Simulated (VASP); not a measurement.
Input:

```
CELL_PARAMETERS angstrom
      0.00000     3.04561     3.04561
      3.04561     0.00000     3.04561
      3.04561     3.04561     0.00000
ATOMIC_POSITIONS crystal
  In 0.00000 0.00000 0.00000
  As 0.25000 0.25000 0.25000
```

The numbers are results of SCAN meta-GGA, VASP's PBE PAW potentials (set 64) (plane waves; VASP), not measurements. Numerical set-up: 520 eV cut-off, 12×12×12 Γ-centred mesh, tetrahedra with Blöchl corrections, potentials In_d As.

Unless said otherwise, spin-orbit coupling is left out, though it shifts the bands of the heavy elements here.

### Question
Predict the energy per atom (σ→0), band gap (over mesh and band path) with the smallest direct gap where there is one.

### Answer

| Item | Value |
|---|---|
| band gap (over mesh and band path) | none (metal, semimetal or under 0.01 eV) |
| energy per atom (σ→0) | -2612.8 kJ/mol of atoms |

The compound is InAs in the zinc blende structure. It was relaxed first.
